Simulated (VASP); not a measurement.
Data:

```
CELL_PARAMETERS angstrom
      3.15143     0.00000     0.00000
     -1.57571     2.72922     0.00000
      0.00000     0.00000     5.82948
ATOMIC_POSITIONS crystal
  Pd 0.33333 0.66667 0.00828
  Pd 0.66667 0.33333 0.50828
  C  0.33333 0.66667 0.36672
  C  0.66667 0.33333 0.86672
```

Computed with PBEsol GGA, VASP's PBE PAW potentials (set 64) (plane waves; VASP 6.6.1). Numerical set-up: 520 eV cut-off, Gaussian smearing of 0.050 eV, potentials Pd C.

Give the energies of bands 4 to 17 at the high-symmetry points, in eV from the Fermi level.

```tsv
band	Γ	M	K	A	L	H
4	-6.48	-6.58	-5.52	-6.94	-7.02	-6.43
5	-6.48	-6.08	-5.52	-6.32	-5.53	-6.20
6	-6.22	-5.83	-5.50	-6.32	-5.53	-6.20
7	-6.11	-4.80	-4.96	-6.32	-5.28	-4.42
8	-6.11	-4.58	-4.96	-6.32	-5.28	-4.42
9	-4.08	-4.31	-4.62	-3.78	-3.27	-4.34
10	-4.08	-3.29	-4.27	-3.78	-3.27	-4.34
11	-3.53	-3.19	-3.22	-3.78	-3.19	-2.51
12	-3.53	-2.48	-3.22	-3.78	-3.19	-2.51
13	-2.63	-1.84	-1.92	0.45	-1.94	-1.67
14	2.63	-1.81	-0.57	0.45	-1.94	-1.67
15	2.63	-0.76	-0.57	3.41	0.65	-0.43
16	3.38	0.17	0.64	3.41	0.65	-0.43
17	4.32	1.34	0.64	3.41	1.57	1.27
```

It has no gap at this level: it comes out as a metal or semimetal.

The structure was generated: PdC was put into the wurtzite type (P6_3mc), which need not be its known phase. It was relaxed first, which changed the volume by -18 %.
